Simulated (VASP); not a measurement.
These are PBEsol GGA, VASP's PBE PAW potentials (set 64) (plane waves; VASP 6.6.1) values and carry that method's errors.

The input files of a VASP run:

INCAR:
```
SYSTEM = Al
PREC = Accurate; ENCUT = 480; LREAL = .FALSE.
LASPH = .TRUE.
EDIFF = 1E-7; NELM = 100; ALGO = Normal
ISMEAR = 1; SIGMA = 0.1
GGA = PS
ISIF = 2
LWAVE = .FALSE.; LCHARG = .FALSE.
```

KPOINTS:
```
Automatic mesh
0
Gamma
14 14 14
0 0 0
```

**POSCAR**
```
Al
1
    0.0000000000     1.9756939517     1.9756939517
    2.0057806616     0.0000000000     1.9756939517
    2.0057806616     1.9756939517     0.0000000000
Al
1
Direct
  0.0000000000   0.0000000000   0.0000000000
```

POTCAR, in this order: Al (PBE.64 set). Program: vasp_std.

The resulting files:

### OUTCAR
```
 ion  position               nearest neighbor table
   1  0.000  0.000  0.000-
  LATTYP: Found a body centered tetragonal cell.
 ALAT       =     2.7940531816
 C/A-ratio  =     1.4357498095
 Subroutine PRICEL returns:
 Original cell was already a primitive cell.
 Subroutine GETGRP returns: Found 16 space group operations
The static configuration has the point symmetry D_4h.
The dynamic configuration has the point symmetry D_4h.
 Subroutine INISYM returns: Found 16 space group operations
 Subroutine IBZKPT returns following result:
 Found    244 irreducible k-points:

 Following reciprocal coordinates:
            Coordinates               Weight
  0.000000  0.000000  0.000000      1.000000
  0.071429 -0.000000 -0.000000      8.000000
  0.142857 -0.000000 -0.000000      8.000000
  0.214286  0.000000  0.000000      8.000000
  0.285714  0.000000  0.000000      8.000000
  0.357143  0.000000  0.000000      8.000000
  0.428571  0.000000  0.000000      8.000000
  0.500000 -0.000000 -0.000000      4.000000
  0.071429  0.071429  0.000000      4.000000
  0.142857  0.071429  0.000000     16.000000
  0.214286  0.071429 -0.000000     16.000000
  0.285714  0.071429  0.000000     16.000000
  0.357143  0.071429  0.000000     16.000000
  0.428571  0.071429  0.000000     16.000000
  0.500000  0.071429  0.000000     16.000000
 -0.428571  0.071429  0.000000     16.000000
 -0.357143  0.071429  0.000000     16.000000
 -0.285714  0.071429  0.000000     16.000000
 -0.214286  0.071429 -0.000000     16.000000
 -0.142857  0.071429  0.000000     16.000000
 -0.071429  0.071429  0.000000      8.000000
  0.142857  0.142857  0.000000      4.000000
  0.214286  0.142857  0.000000     16.000000
  0.285714  0.142857  0.000000     16.000000
  0.357143  0.142857  0.000000     16.000000
  0.428571  0.142857  0.000000     16.000000
  0.500000  0.142857  0.000000     16.000000
 -0.428571  0.142857 -0.000000     16.000000
 -0.357143  0.142857  0.000000     16.000000
 -0.285714  0.142857 -0.000000     16.000000
 -0.214286  0.142857  0.000000     16.000000
 -0.142857  0.142857  0.000000      8.000000
  0.214286  0.214286  0.000000      4.000000
  0.285714  0.214286  0.000000     16.000000
  0.357143  0.214286  0.000000     16.000000
  0.428571  0.214286  0.000000     16.000000
  0.500000  0.214286  0.000000     16.000000
 -0.428571  0.214286  0.000000     16.000000
 -0.357143  0.214286 -0.000000     16.000000
 -0.285714  0.214286  0.000000     16.000000
   k-points           NKPTS =    244   k-points in BZ     NKDIM =    244   number of bands    NBANDS=      5
   number of dos      NEDOS =    301   number of ions     NIONS =      1
   total plane-waves  NPLWV =   8000
   dimension x,y,z NGX =    20 NGY =   20 NGZ =   20
   dimension x,y,z NGXF=    40 NGYF=   40 NGZF=   40
   ions per type =               1
   PREC   = accura    normal or accurate (medium, high low for compatibility)
   ISTART =      0    job   : 0-new  1-cont  2-samecut
   ICHARG =      2    charge: 1-file 2-atom 10-const
   ISPIN  =      1    spin polarized calculation?
   LNONCOLLINEAR =      F non collinear calculations
   LSORBIT =      F    spin-orbit coupling
   INIWAV =      1    electr: 0-lowe 1-rand  2-diag
   ENCUT  =  480.0 eV  35.28 Ry    5.94 a.u.   4.99  5.03  5.03*2*pi/ulx,y,z
   NELM   =    100;   NELMIN=  2; NELMDL= -5     # of ELM steps
   EDIFF  = 0.1E-06   stopping-criterion for ELM
   LREAL  =      F    real-space projection
   NLSPLINE    = F    spline interpolate recip. space projectors
   LMAXMIX     =    2 max onsite mixed and CHGCAR
...
```

**OSZICAR**
```
       N       E                     dE             d eps       ncg     rms          rms(c)
DAV:   1    -0.229188549028E+01   -0.22919E+01   -0.81774E+02  2705   0.300E+02
DAV:   2    -0.409467384694E+01   -0.18028E+01   -0.16715E+01  3205   0.292E+01
DAV:   3    -0.411028448561E+01   -0.15611E-01   -0.15594E-01  3225   0.298E+00
DAV:   4    -0.411032694452E+01   -0.42459E-04   -0.42459E-04  3325   0.154E-01
DAV:   5    -0.411032715137E+01   -0.20685E-06   -0.20673E-06  3140   0.852E-03    0.150E+00
DAV:   6    -0.409246752533E+01    0.17860E-01   -0.19908E-03  2870   0.298E-01    0.848E-01
DAV:   7    -0.408041800759E+01    0.12050E-01   -0.54724E-03  2845   0.476E-01    0.181E-01
DAV:   8    -0.408040200595E+01    0.16002E-04   -0.31692E-05  3185   0.588E-02    0.178E-02
DAV:   9    -0.408040128874E+01    0.71720E-06   -0.47435E-07  3095   0.519E-03    0.150E-03
DAV:  10    -0.408040107360E+01    0.21514E-06   -0.44734E-09  2245   0.683E-04    0.152E-03
DAV:  11    -0.408040104861E+01    0.24992E-07   -0.27367E-10  1550   0.149E-04
   1 F= -.40804010E+01 E0= -.40803551E+01  d E =-.137982E-03
```

File OUTCAR:
```
------------------------ aborting loop because EDIFF is reached ----------------------------------------
  FORCE on cell =-STRESS in cart. coord.  units (eV):
  Direction    XX          YY          ZZ          XY          YZ          ZX
  --------------------------------------------------------------------------------------
  Total        0.1850747      0.3033297      0.3033297      0.0000000      0.0000000     -0.0000000
  in kB       18.9367208     31.0365007     31.0365007      0.0000000      0.0000000     -0.0000000
  external PRESSURE =      27.0032407 kB  Pullay stress =       0.0000000 kB
  volume of cell :       15.66
      direct lattice vectors                 reciprocal lattice vectors
     0.000000000  1.975693952  1.975693952    -0.249279500  0.253075634  0.253075634
     2.005780662  0.000000000  1.975693952     0.249279500 -0.253075634  0.253075634
     2.005780662  1.975693952  0.000000000     0.249279500  0.253075634 -0.253075634
 POSITION                                       TOTAL-FORCE (eV/Angst)
 -----------------------------------------------------------------------------------
      0.00000      0.00000      0.00000         0.000000      0.000000      0.000000
 -----------------------------------------------------------------------------------
    total drift:                               -0.000000     -0.000000     -0.000000
  FREE ENERGIE OF THE ION-ELECTRON SYSTEM (eV)
  ---------------------------------------------------
  free  energy   TOTEN  =        -4.0804010486 eV

  energy  without entropy=       -4.0802630661  energy(sigma->0) =       -4.08035505
```
(Selected blocks of OUTCAR.)

### OUTCAR
```
 val. band max:        8.4636810821   @ k =  -0.2143   0.4286   0.3571

 cond. band min:       8.4872856578   @ k =  -0.4286   0.2857   0.2857


 Fermi energy:         8.4757268838

 k-point     1 :       0.0000    0.0000    0.0000
  band No.  band energies     occupation
      1      -2.9908      2.00000
      2      21.2813      0.00000
      3      21.4525      0.00000
      4      21.4525      0.00000
      5      23.2735      0.00000

 k-point     2 :       0.0714   -0.0000   -0.0000
  band No.  band energies     occupation
      1      -2.8473      2.00000
      2      19.2756      0.00000
      3      20.9354      0.00000
      4      21.0569      0.00000
      5      23.8298      0.00000

 k-point     3 :       0.1429   -0.0000   -0.0000
  band No.  band energies     occupation
      1      -2.4176      2.00000
      2      16.3192      0.00000
      3      20.3107      0.00000
      4      20.4658      0.00000
      5      23.6997      0.00000

 k-point     4 :       0.2143    0.0000    0.0000
  band No.  band energies     occupation
      1      -1.7045      2.00000
      2      13.4295      0.00000
      3      19.8285      0.00000
      4      20.0252      0.00000
      5      23.4455      0.00000

 k-point     5 :       0.2857    0.0000    0.0000
  band No.  band energies     occupation
      1      -0.7126      2.00000
      2      10.7128      0.00000
      3      19.5552      0.00000
      4      19.7963      0.00000
      5      22.8217      0.00000

 k-point     6 :       0.3571    0.0000    0.0000
  band No.  band energies     occupation
      1       0.5520      2.00000
      2       8.2056      2.00090
      3      19.5074      0.00000
      4      19.7942      0.00000
      5      21.6999      0.00000

 k-point     7 :       0.4286    0.0000    0.0000
  band No.  band energies     occupation
      1       2.0803      2.00000
      2       5.9288      2.00000
      3      19.6885      0.00000
...
```

The compound is Al in the fcc structure. This cell was strained or had an atom moved on purpose.
